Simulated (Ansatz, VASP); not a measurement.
# CaMgZnAs2: VASP beside Ansatz, part 2 of 3

Wanted: the spread between two codes on one cell, functional and k mesh. The cell is generated by rule, not measured, and may not be a known phase. The cell is taken from a series of runs on this material, whose earlier steps may have relaxed, scaled, displaced or heated it; both programs get it as it stands.

VASP 6.6.1 and Ansatz 0.2.0.

So far: Starting point; VASP: zone-centre phonons, PBE.

### 2. VASP: zone-centre phonons, PBE (continued)

Level of this step: PBE; plane waves and PAW (Ca_sv, Mg, Zn, As); invented cell (VASP).

From OUTCAR (step 2):

```text
ion  position               nearest neighbor table
   1  0.000  0.000  0.001-   4 3.04   4 3.04   4 3.04
   2  0.333  0.667  0.628-   5 2.61   5 2.61   5 2.61   4 2.66   3 3.07   3 3.07   3 3.07
   3  0.667  0.333  0.370-   4 2.61   4 2.61   4 2.61   5 2.68   2 3.07   2 3.07   2 3.07
   4  0.333  0.667  0.252-   3 2.61   3 2.61   3 2.61   2 2.66   1 3.04   1 3.04   1 3.04
   5  0.667  0.333  0.749-   2 2.61   2 2.61   2 2.61   3 2.68

  LATTYP: Found a hexagonal cell.
 ALAT       =     4.2759081808
 C/A-ratio  =     1.6574568336

 Subroutine GETGRP returns: Found  6 space group operations
 (whereof  6 operations were pure point group operations)

The static configuration has the point symmetry C_3v.

 Found     24 irreducible k-points:

   k-points           NKPTS =     24   k-points in BZ     NKDIM =     24   number of bands    NBANDS=     23

   dimension x,y,z NGX =    36 NGY =   36 NGZ =   60
   dimension x,y,z NGXF=    72 NGYF=   72 NGZF=  120

   ENCUT  =  600.0 eV  44.10 Ry    6.64 a.u.   8.54  8.54 14.15*2*pi/ulx,y,z

   NELECT =      34.0000    total number of electrons

 k-points in reciprocal lattice and weights: Automatic mesh
   0.00000000  0.00000000  0.00000000       0.007
   0.16666667 -0.00000000  0.00000000       0.042
   0.33333333  0.00000000  0.00000000       0.042
   0.50000000  0.00000000  0.00000000       0.021
   0.16666667  0.16666667  0.00000000       0.042
   0.33333333  0.16666667  0.00000000       0.083
   0.33333333  0.33333333  0.00000000       0.014
   0.00000000  0.00000000  0.25000000       0.014
   0.16666667 -0.00000000  0.25000000       0.042
[...]
0.33333333  0.16666667  0.50000000       0.083
   0.33333333  0.33333333  0.50000000       0.014

 average (electrostatic) potential at core
       1 -46.5404       2 -38.2405       3 -36.2624       4 -50.6569       5 -50.2906

  Total        0.0977550      0.0977550      0.0896930      0.0000000      0.0000000      0.0000000
  in kB        1.3956978      1.3956978      1.2805937      0.0000000      0.0000000      0.0000000
  external PRESSURE =       1.3573298 kB  Pullay stress =       0.0000000 kB

  energy-cutoff  :      600.00
  volume of cell :      112.22
      direct lattice vectors                 reciprocal lattice vectors
     4.275908181 -0.000002906  0.000000000     0.233868537  0.135023851  0.000000000
    -2.137951574  3.703046562  0.000000000     0.000000184  0.270048020  0.000000000
     0.000000000  0.000000000  7.087133234     0.000000000  0.000000000  0.141100776

 POSITION                                       TOTAL-FORCE (eV/Angst)
 -----------------------------------------------------------------------------------
      0.00000      0.00000      0.00807        -0.000000     -0.000000     -0.000494
      0.00000      2.46870      4.44778         0.000000     -0.000000     -0.004581
      2.13795      1.23435      2.62368        -0.000000      0.000000      0.006529
      0.00000      2.46870      1.78839         0.000000     -0.000000      0.002577
      2.13795      1.23435      5.30635        -0.000000     -0.000000     -0.004031
 -----------------------------------------------------------------------------------
    total drift:                                0.000000      0.000000      0.001415

 Eigenvectors and eigenvalues of the dynamical matrix
 ----------------------------------------------------

   1 f  =    8.496652 THz    53.386042 2PiTHz  283.417818 cm-1    35.139315 meV
             X         Y         Z           dx          dy          dz
      0.000000  0.000000  0.008068    -0.000000    0.000000    0.337714
      0.000002  2.468697  4.447776    -0.000000    0.000000   -0.890752
      2.137955  1.234347  2.623676     0.000000   -0.000000   -0.103617
      0.000002  2.468697  1.788394    -0.000000    0.000000    0.273492
      2.137955  1.234347  5.306353     0.000000   -0.000000    0.083523

   2 f  =    8.264074 THz    51.924708 2PiTHz  275.659833 cm-1    34.177448 meV
             X         Y         Z           dx          dy          dz
      0.000000  0.000000  0.008068    -0.010037   -0.005035    0.000000
      0.000002  2.468697  4.447776    -0.786619   -0.394637    0.000000
      2.137955  1.234347  2.623676     0.045901    0.023028   -0.000000
      0.000002  2.468697  1.788394    -0.008953   -0.004491   -0.000000
      2.137955  1.234347  5.306353     0.421738    0.211581    0.000000

   3 f  =    8.264074 THz    51.924708 2PiTHz  275.659833 cm-1    34.177448 meV
             X         Y         Z           dx          dy          dz
      0.000000  0.000000  0.008068     0.005035   -0.010037    0.000000
      0.000002  2.468697  4.447776     0.394637   -0.786619   -0.000000
      2.137955  1.234347  2.623676    -0.023028    0.045901   -0.000000
      0.000002  2.468697  1.788394     0.004491   -0.008953    0.000000
      2.137955  1.234347  5.306353    -0.211581    0.421738    0.000000

   4 f  =    5.639047 THz    35.431176 2PiTHz  188.098353 cm-1    23.321213 meV
             X         Y         Z           dx          dy          dz
      0.000000  0.000000  0.008068     0.000000    0.000000    0.821378
      0.000002  2.468697  4.447776    -0.000000   -0.000000    0.202956
      2.137955  1.234347  2.623676     0.000000    0.000000   -0.274888
      0.000002  2.468697  1.788394    -0.000000   -0.000000   -0.456704
      2.137955  1.234347  5.306353    -0.000000   -0.000000   -0.002215

   5 f  =    5.046033 THz    31.705158 2PiTHz  168.317529 cm-1    20.868704 meV
             X         Y         Z           dx          dy          dz
      0.000000  0.000000  0.008068     0.404631    0.203002   -0.000000
      0.000002  2.468697  4.447776    -0.043639   -0.021894   -0.000000
      2.137955  1.234347  2.623676     0.502635    0.252171    0.000000
      0.000002  2.468697  1.788394    -0.601046   -0.301543    0.000000
      2.137955  1.234347  5.306353    -0.139229   -0.069851   -0.000000

   6 f  =    5.046033 THz    31.705158 2PiTHz  168.317529 cm-1    20.868704 meV
             X         Y         Z           dx          dy          dz
      0.000000  0.000000  0.008068     0.203002   -0.404631    0.000000
      0.000002  2.468697  4.447776    -0.021894    0.043639    0.000000
      2.137955  1.234347  2.623676     0.252171   -0.502635   -0.000000
      0.000002  2.468697  1.788394    -0.301543    0.601046   -0.000000
      2.137955  1.234347  5.306353    -0.069851    0.139229    0.000000

   7 f  =    4.898767 THz    30.779859 2PiTHz  163.405268 cm-1    20.259662 meV
             X         Y         Z           dx          dy          dz
      0.000000  0.000000  0.008068    -0.000000    0.000000   -0.233083
      0.000002  2.468697  4.447776    -0.000000    0.000000   -0.197568
      2.137955  1.234347  2.623676     0.000000    0.000000    0.080561
      0.000002  2.468697  1.788394    -0.000000   -0.000000   -0.559203
      2.137955  1.234347  5.306353    -0.000000    0.000000    0.766447

   8 f  =    4.232327 THz    26.592495 2PiTHz  141.175233 cm-1    17.503490 meV
             X         Y         Z           dx          dy          dz
      0.000000  0.000000  0.008068    -0.710271   -0.356333    0.000000
      0.000002  2.468697  4.447776     0.163098    0.081824   -0.000000
      2.137955  1.234347  2.623676     0.414479    0.207938    0.000000
      0.000002  2.468697  1.788394    -0.198515   -0.099592   -0.000000
      2.137955  1.234347  5.306353     0.237979    0.119391   -0.000000

   9 f  =    4.232327 THz    26.592495 2PiTHz  141.175233 cm-1    17.503490 meV
             X         Y         Z           dx          dy          dz
      0.000000  0.000000  0.008068     0.356333   -0.710271   -0.000000
      0.000002  2.468697  4.447776    -0.081824    0.163098   -0.000000
      2.137955  1.234347  2.623676    -0.207938    0.414479    0.000000
      0.000002  2.468697  1.788394     0.099592   -0.198515   -0.000000
      2.137955  1.234347  5.306353    -0.119391    0.237979   -0.000000

  10 f  =    4.054506 THz    25.475211 2PiTHz  135.243755 cm-1    16.768081 meV
             X         Y         Z           dx          dy          dz
      0.000000  0.000000  0.008068    -0.000000   -0.000000   -0.117167
      0.000002  2.468697  4.447776     0.000000    0.000000    0.199209
      2.137955  1.234347  2.623676     0.000000    0.000000   -0.819830
      0.000002  2.468697  1.788394    -0.000000   -0.000000    0.369453
      2.137955  1.234347  5.306353     0.000000    0.000000    0.371445

  11 f  =    2.744151 THz    17.242009 2PiTHz   91.535024 cm-1    11.348891 meV
             X         Y         Z           dx          dy          dz
      0.000000  0.000000  0.008068     0.126627    0.063534   -0.000000
      0.000002  2.468697  4.447776     0.286280    0.143639   -0.000000
      2.137955  1.234347  2.623676    -0.431367   -0.216436   -0.000000
      0.000002  2.468697  1.788394    -0.429429   -0.215463   -0.000000
      2.137955  1.234347  5.306353     0.574810    0.288407   -0.000000

  12 f  =    2.744151 THz    17.242009 2PiTHz   91.535024 cm-1    11.348891 meV
             X         Y         Z           dx          dy          dz
      0.000000  0.000000  0.008068    -0.063534    0.126627   -0.000000
      0.000002  2.468697  4.447776    -0.143639    0.286280   -0.000000
      2.137955  1.234347  2.623676     0.216436   -0.431367   -0.000000
      0.000002  2.468697  1.788394     0.215463   -0.429429   -0.000000
      2.137955  1.234347  5.306353    -0.288407    0.574810   -0.000000

  13 f/i=    0.003587 THz     0.022538 2PiTHz    0.119649 cm-1     0.014835 meV
             X         Y         Z           dx          dy          dz
      0.000000  0.000000  0.008068     0.369331    0.083687   -0.000000
      0.000002  2.468697  4.447776     0.288037    0.065266   -0.000000
      2.137955  1.234347  2.623676     0.470946    0.106712   -0.000000
      0.000002  2.468697  1.788394     0.504469    0.114308   -0.000000
      2.137955  1.234347  5.306353     0.505484    0.114538   -0.000000

  14 f/i=    0.003587 THz     0.022538 2PiTHz    0.119649 cm-1     0.014835 meV
             X         Y         Z           dx          dy          dz
      0.000000  0.000000  0.008068    -0.083687    0.369331   -0.000000
      0.000002  2.468697  4.447776    -0.065266    0.288037   -0.000000
      2.137955  1.234347  2.623676    -0.106712    0.470946   -0.000000
      0.000002  2.468697  1.788394    -0.114308    0.504469   -0.000000
      2.137955  1.234347  5.306353    -0.114538    0.505484   -0.000000

  15 f/i=    0.006224 THz     0.039108 2PiTHz    0.207618 cm-1     0.025741 meV
             X         Y         Z           dx          dy          dz
      0.000000  0.000000  0.008068     0.000000   -0.000000   -0.378460
      0.000002  2.468697  4.447776     0.000000   -0.000000   -0.294367
      2.137955  1.234347  2.623676     0.000000   -0.000000   -0.484860
      0.000002  2.468697  1.788394     0.000000   -0.000000   -0.517127
      2.137955  1.234347  5.306353     0.000000   -0.000000   -0.517306

 ELASTIC MODULI CONTR FROM IONIC RELAXATION (kBar)
 Direction    XX          YY          ZZ          XY          YZ          ZX
 --------------------------------------------------------------------------------
 XX         -77.5402     36.3392     14.2482     -0.0000     35.3387      0.0001
 YY          36.3392    -77.5402     14.2482     -0.0000    -35.3387     -0.0001
 ZZ          14.2482     14.2482   -193.9166      0.0000     -0.0000     -0.0000
 XY          -0.0000     -0.0000      0.0000    -56.9397     -0.0001     35.8982
 YZ          35.3387    -35.3387     -0.0000     -0.0001    -25.0302     -0.0000
 ZX           0.0001     -0.0001     -0.0000     35.8982     -0.0000    -25.8231
 --------------------------------------------------------------------------------
```

The gap is read on the k-mesh alone, so it is an upper bound where the band edges lie off the mesh. Energies printed during the response cycles are not total energies of the cell.

(Continued in part 3 of 3.)

[Lines on the potential files, build, host, timing and source positions are cut from VASP's logs without a mark.]

[Logs are printed without paths, hosts, clocks, repeated set-up lines and the standing remarks that a program may print on its own settings, such as how far it seeks lower states.]

[Hosts, paths, dates, database ids (printed as entryN), source tags and the programs' standing remarks are cut or masked in the printed files.]
